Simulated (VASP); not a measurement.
Computed with PW91 GGA, VASP's PBE PAW potentials (set 64) (plane waves; VASP 6.6.1).

VASP input:

### KPOINTS
```
Automatic
0
gamma
 7 7 7
```

**INCAR**
```
# general
SYSTEM   =  CdF2
PREC     =  Accurate
ENCUT    =  520
LREAL    =  F
LASPH    =  T

# electronic loop
EDIFF    =  1E-7
NELM     =  100
ALGO     =  Normal
LMAXMIX  =  4

# smearing
ISMEAR   =  0
SIGMA    =  0.05

# functional
GGA      =  91

# ions
ISIF     =  2

# output
LWAVE    =  F
LCHARG   =  F
```

File POSCAR:
```
CdF2
1
    0.0000000000     2.7921976628     2.7921976628
    2.7921976628     0.0000000000     2.7921976628
    2.7921976628     2.7921976628     0.0000000000
Cd F
1 2
Direct
  0.0000000000   0.0000000000   0.0000000000
  0.2500000000   0.2500000000   0.2500000000
  0.7500000000   0.7500000000   0.7500000000
```

POTCAR, in this order: Cd F (PBE.64 set). Program: vasp_std.

Problem. What will the output report for the number of irreducible k-points (NKPTS), largest plane-wave count, number of space-group operations, FFT grid (NGX, NGY, NGZ)?

Solution. 
The number of irreducible k-points (NKPTS) is 20, the largest plane-wave count comes out as 1211 and the number of space-group operations comes out as 48. The FFT grid (NGX, NGY, NGZ) is 30 × 30 × 30.

The compound is CdF2 in the fluorite structure. This cell is one point of a volume scan, at 1.06 of the reference volume.
